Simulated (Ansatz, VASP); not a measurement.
## Hf2Pd2Se2Br2O3: VASP beside Ansatz

INCAR

```
SYSTEM = Hf2Pd2Se2Br2O3
PREC = Accurate ; ENCUT = 520
EDIFF = 1E-7 ; ISMEAR = -1
SIGMA = 0.05 ; LREAL = .False.
LASPH = .True. ; NELM = 60
ALGO = Fast ; ISIF = 2
LWAVE = .False. ; LCHARG = .True.
GGA = PE ; LELF = .True.
```

File KPOINTS:

```
Automatic mesh
0
Gamma
  5 5 4
  0 0 0
```

File POSCAR:

```
Hf2Pd2Se2Br2O3
1.0
    5.7606900000      0.0049600000     -0.0028600000
   -0.5275000000      5.8466400000      0.0341300000
   -1.4843500000     -0.9264200000      6.6458600000
Hf Pd Se Br O
2 2 2 2 3
Direct
    0.7454000000      0.3960200000      0.3498900000
    0.2876300000      0.4532200000      0.5940100000
    0.9085400000      0.1329400000      0.8484900000
    0.2524900000      0.9032300000      0.3587400000
    0.6346900000      0.4035500000      0.9371600000
    0.6259700000      0.7817400000      0.5302300000
    0.8527300000      0.9908900000      0.1535500000
    0.2252600000      0.8208400000      0.8622300000
    0.9604000000      0.2892500000      0.5902600000
    0.4323300000      0.2452400000      0.4086400000
    0.0745700000      0.5830800000      0.3668200000
```

File input.yaml:

```yaml
crystal:
  lattice:
    - [5.76069, 0.00496, -0.00286]
    - [-0.5275, 5.84664, 0.03413]
    - [-1.48435, -0.92642, 6.64586]
  atoms:
    - { symbol: Hf, position: [0.7454, 0.39602, 0.34989] }
    - { symbol: Hf, position: [0.28763, 0.45322, 0.59401] }
    - { symbol: Pd, position: [0.90854, 0.13294, 0.84849] }
    - { symbol: Pd, position: [0.25249, 0.90323, 0.35874] }
    - { symbol: Se, position: [0.63469, 0.40355, 0.93716] }
    - { symbol: Se, position: [0.62597, 0.78174, 0.53023] }
    - { symbol: Br, position: [0.85273, 0.99089, 0.15355] }
    - { symbol: Br, position: [0.22526, 0.82084, 0.86223] }
    - { symbol: O, position: [0.9604, 0.28925, 0.59026] }
    - { symbol: O, position: [0.43233, 0.24524, 0.40864] }
    - { symbol: O, position: [0.07457, 0.58308, 0.36682] }
hamiltonian:
  xc: pbe
  pseudopotentials: { kind: paw }
kpoints:
  mp_grid: { grid: [5, 5, 4] }
scf:
  occupations: { method: fermi_dirac, width: 0.05 }
output:
  forces: true
  stress: true
  eigenvalues: true
  write_density: true
  write_potential: true
  elf: true
  volumetric_format: npy
```

The cell was built by a generator and needn't be a form met in nature.

Alike in both runs: task electron localisation function; functional PBE; k mesh 5 × 5 × 4; occupations fermi-dirac, width 0.05 eV; no spin polarisation.

|  | VASP | Ansatz |
| --- | --- | --- |
| version | VASP 6.6.1 | Ansatz 0.2.0 |
| potentials or method | VASP PAW PBE potentials, release 64 (Hf_pv, Pd, Se, Br, O) | Ansatz PAW |
| plane-wave cutoff (eV) | 520 | 420 |
| valence electrons in the cell | 84 | 152 |

|  | VASP | Ansatz | Ansatz less VASP |
| --- | --- | --- | --- |
| gap on the k mesh at the Fermi level (eV) | 0.20 | 0.22 | +0.016 |
| least direct gap on the mesh (eV) | 0.46 | 0.47 | +0.012 |
| pressure (GPa) | -0.6 | 0.0 | +0.59 |
| largest component of the traceless stress (GPa) | 0.18 | 0.01 | -0.166 |
| rms of the force components (eV/Å) | 0.065 | 0.003 | -0.0615 |

Atom by atom the forces differ by 0.063 eV/Å (rms over components). The two sets of potentials don't hold the same shells in valence.

Caveats: spin-orbit coupling is left out, which moves the levels of the heavy elements; an odd mesh through Γ misses points on the zone boundary, where band edges often lie (VASP); odd divisions of the mesh miss points on the zone boundary, where band edges often lie, so the gap on the mesh can be too wide (Ansatz). PBE gaps usually lie below the measured ones, often by a third to a half.
